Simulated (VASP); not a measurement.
Output of a VASP run:

**OSZICAR**
```
       N       E                     dE             d eps       ncg     rms          rms(c)
DAV:   1     0.661452518990E+01    0.66145E+01   -0.33723E+03   832   0.650E+02
DAV:   2    -0.167805972675E+01   -0.82926E+01   -0.81439E+01  1168   0.972E+01
DAV:   3    -0.180744555340E+01   -0.12939E+00   -0.12640E+00  1016   0.793E+00
DAV:   4    -0.180916583287E+01   -0.17203E-02   -0.17192E-02  1216   0.143E+00
DAV:   5    -0.180916983542E+01   -0.40025E-05   -0.40024E-05  1040   0.460E-02    0.607E+00
DAV:   6    -0.182097179522E+01   -0.11802E-01   -0.45750E-03  1216   0.528E-01    0.298E+00
DAV:   7    -0.182625914281E+01   -0.52873E-02   -0.24582E-03  1048   0.511E-01    0.752E-02
DAV:   8    -0.182627217840E+01   -0.13036E-04   -0.10466E-04  1408   0.966E-02    0.157E-02
DAV:   9    -0.182627565878E+01   -0.34804E-05   -0.19597E-06  1168   0.129E-02    0.271E-03
DAV:  10    -0.182627579472E+01   -0.13594E-06   -0.28720E-08   552   0.163E-03
   1 F= -.18262758E+01 E0= -.18261055E+01  d E =-.510942E-03
```

File OUTCAR:
```
------------------------ aborting loop because EDIFF is reached ----------------------------------------
  FORCE on cell =-STRESS in cart. coord.  units (eV):
  Direction    XX          YY          ZZ          XY          YZ          ZX
  --------------------------------------------------------------------------------------
  Total       -0.4708840     -0.4708840     -0.4708840     -0.0000000      0.0000000      0.0000000
  in kB      -14.7998593    -14.7998593    -14.7998593     -0.0000000      0.0000000      0.0000000
  external PRESSURE =     -14.7998593 kB  Pullay stress =       0.0000000 kB
  volume of cell :       50.98
      direct lattice vectors                 reciprocal lattice vectors
    -2.335800000  2.335800000  2.335800000     0.000000000  0.214059423  0.214059423
     2.335800000 -2.335800000  2.335800000     0.214059423  0.000000000  0.214059423
     2.335800000  2.335800000 -2.335800000     0.214059423  0.214059423  0.000000000
 POSITION                                       TOTAL-FORCE (eV/Angst)
 -----------------------------------------------------------------------------------
      0.00000      0.00000      0.00000         0.000000     -0.000000      0.000000
 -----------------------------------------------------------------------------------
    total drift:                                0.000000     -0.000000      0.000000
  FREE ENERGIE OF THE ION-ELECTRON SYSTEM (eV)
  ---------------------------------------------------
  free  energy   TOTEN  =        -1.8262757947 eV

  energy  without entropy=       -1.8257648527  energy(sigma->0) =       -1.82610548
```
(Selected blocks of OUTCAR.)

File POSCAR:
```
Eu
1
   -2.3358000000     2.3358000000     2.3358000000
    2.3358000000    -2.3358000000     2.3358000000
    2.3358000000     2.3358000000    -2.3358000000
Eu
1
Direct
  0.0000000000   0.0000000000   0.0000000000
```

Reconstruct the remaining input files.

This is not unique; one that fits is the input of the run itself, PBE GGA, plane waves, VASP's PBE PAW potentials (set 64).

### KPOINTS
```
Automatic mesh
0
Gamma
10 10 10
0 0 0
```

INCAR:
```
ALGO = Normal
AMIX = 0.6
BMIX = 0.0001
EDIFF = 1E-6
ENCUT = 400
GGA = PE
IMIX = 4
ISIF = 2
ISMEAR = 1
LASPH = .TRUE.
LCHARG = .FALSE.
LMAXMIX = 6
LREAL = .FALSE.
LWAVE = .FALSE.
NELM = 100
PREC = Accurate
SIGMA = 0.1
SYSTEM = Eu
```

POTCAR, in this order: Eu_2 (PBE.64 set). Program: vasp_std.

The 4f electrons are frozen in the core of the lanthanide potential, so 4f levels, which can set the real gap, and their magnetism are missing.

The compound is Eu in the bcc structure. The cell was not relaxed at this level. The run is one of a series of settings (AMIX = 0.6, BMIX = 0.0001, IMIX = 4 against the base run), some of them coarse on purpose.
